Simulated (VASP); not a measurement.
OSZICAR of a VASP run on V (bcc):

OSZICAR:
```
       N       E                     dE             d eps       ncg     rms          rms(c)
DAV:   1     0.751340155563E+02    0.75134E+02   -0.58151E+03  3404   0.841E+02
DAV:   2    -0.932178611350E+01   -0.84456E+02   -0.81442E+02  3546   0.262E+02
DAV:   3    -0.104310939992E+02   -0.11093E+01   -0.11078E+01  3798   0.338E+01
DAV:   4    -0.104357087150E+02   -0.46147E-02   -0.46147E-02  3690   0.227E+00
DAV:   5    -0.104357488909E+02   -0.40176E-04   -0.40176E-04  3792   0.199E-01    0.175E+01
DAV:   6    -0.901093190867E+01    0.14248E+01   -0.21383E+00  3396   0.259E+01    0.139E+00
DAV:   7    -0.899371871093E+01    0.17213E-01   -0.28392E-02  3462   0.195E+00    0.953E-01
DAV:   8    -0.898496080127E+01    0.87579E-02   -0.42381E-03  3696   0.858E-01    0.782E-02
DAV:   9    -0.898501227397E+01   -0.51473E-04   -0.19158E-04  3444   0.189E-01    0.340E-02
DAV:  10    -0.898501295133E+01   -0.67737E-06   -0.88479E-06  3564   0.396E-02
   1 F= -.89850130E+01 E0= -.89852706E+01  d E =0.772864E-03
```

Q: Which electronic solver shows in the log?

A: It is blocked Davidson (ALGO = Normal, or the opening steps of other solvers). The INCAR had ALGO = Normal.

Q: How was spin treated?

A: Without spin polarisation: there is no mag entry.

Q: Can the final energy be trusted as converged?

A: Self-consistency was reached. It stopped with EDIFF = 1E-6, NELM = 100 (PBE GGA, plane waves, VASP's PBE PAW potentials (set 64)).

The compound is V in the bcc structure. The cell was not relaxed at this level. The run is one of a series of settings (NBANDS = 14 against the base run), some of them coarse on purpose. The run is not spin-polarised, so no magnetic state was tried.
